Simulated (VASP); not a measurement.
Data:

```
V
1.0
   -1.51458     1.51458     1.51458
    1.51458    -1.51458     1.51458
    1.51458     1.51458    -1.51458
V
1
Cartesian
  0.00000   0.00000   0.00000
```

All values below come from optB86b-vdW, VASP's PBE PAW potentials (set 64) (plane waves; VASP 6.6.1). Run with 520 eV cut-off, 17×17×17 Γ-centred mesh, first-order Methfessel-Paxton smearing of 0.10 eV, potentials V_sv.

### Question
Give the stress tensor in GPa (positive for a compressed cell).

### Answer

```
-9.65   0.00   0.00
 0.00  -9.65   0.00
 0.00   0.00  -9.65
```
The pressure is its mean diagonal, -9.65 GPa.

The compound is V in the bcc structure. This cell is one point of a volume scan, at 1.06 of the reference volume. The run is not spin-polarised, so no magnetic state was tried.
